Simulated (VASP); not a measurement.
```xyz
4
Lattice="3.5051 0.0000 0.0000 0.0000 3.5950 0.0000 0.0000 0.0000 3.6059" Properties=species:S:1:pos:R:3 pbc="T T T"
Si     0.0000     0.0000     0.0000
Ni     0.0000     1.7975     1.8029
Ni     1.7525     0.0000     1.8029
Ni     1.8351     1.7975     0.0000
```

Level of theory: PBE GGA, VASP's PBE PAW potentials (set 64) (plane waves; VASP). Settings: 400 eV cut-off, 8×8×8 Γ-centred mesh, tetrahedra, potentials Si Ni.

Problem. What does the run give for the energy per atom (σ→0), pressure, largest force, band gap (on the k-mesh) with the smallest direct gap where there is one?

Solution. 
```
Item                                                        Result
------------------------  ----------------------------------------
band gap (on the k-mesh)  none (metal, semimetal or under 0.01 eV)
energy per atom (σ→0)                               -5.892 eV/atom
pressure                                                 -9.80 GPa
largest force                                      0.01121 Ha/bohr
```

Only differences to runs with the same potentials and settings are physical.

The compound is Ni3Si in the L1_2 structure. The cell was not relaxed at this level, atoms are displaced from their ideal sites. The run is one of a series of settings (ISMEAR = -4, SIGMA removed against the base run), some of them coarse on purpose. The run is not spin-polarised, so no magnetic state was tried.
